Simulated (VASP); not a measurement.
# Sn: energy against strain

Sn (diamond, Fd-3m, 36.801 Å³/atom and stress up to 0.01 GPa in the relaxed cell, cube axes along x, y and z) under a strain ε along a cube axis (axis z), the other axes held. PBE in VASP (plane waves, PAW), 480 eV, 8×8×8 Γ-centred mesh, Methfessel-Paxton smearing 0.10 eV; ions are relaxed, or left where forces stay under 0.02 eV/Å, within the symmetry of each cell. Against the start cell, which lies near the measured one, the relaxed cell differs by 7.7 % in volume; the values below rest on it.

Here s stands for strain and y for E less E0.

```csv
strain (%),E less E0 (meV/atom)
-3.00,?
-1.50,1.47
-1.00,0.65
-0.50,0.17
0.00,0.00
0.50,0.13
1.00,0.54
1.50,1.23
```

Taking a parabola for y over the 7 complete rows: Least squares gives y = -0.001 - 0.0700·s + 0.6000·s². Residuals (row less fit): 0.016, -0.019, -0.014, 0.001, 0.016, 0.011, -0.014; standard error 0.019 (degrees of freedom: 4). Twice the quadratic coefficient over the volume, 2 × 0.6000 meV × 10⁴ × 0.1602 / 36.801 Å³, is the elastic constant C11 = 52.2 ± 0.7 GPa (± standard error of the fit, which holds the terms cut off).

Question: Estimate the missing y (s = -3.00); what did the run itself give?

Answer: y = -0.001 - 0.0700 × (-3.0) + 0.6000 × (-3.0)² = 5.609 meV/atom. The calculation gives 6.01 meV/atom, 0.401 meV/atom above the prediction (6.7 % of the range of y in the table). The row lies outside the fitted rows, so this is an extrapolation. From the scatter of the fitted rows alone, a prediction at this place has a standard error of 0.071 meV/atom, so the miss is 5.6 times that.

A polynomial of degree 3 through the 12 other runs of the series gives 6.01 there, so most of the miss is curvature that the fit leaves out. This level leaves no gap over 0.05 eV at strain -3.00, -1.50, -1.00, -0.50, 0.00, 0.50, 1.00, 1.50 %. Sn is here grey tin, stable below 13 °C. Rows are the converged runs of the series near zero and its far end; series whose fitted rows scatter by over a few per cent of the range, as at a crossing or softening among them, aren't shown in this form, nor equations of state whose B0' disagrees with the runs' pressures. Most that stay on the fit to the last digits aren't either.
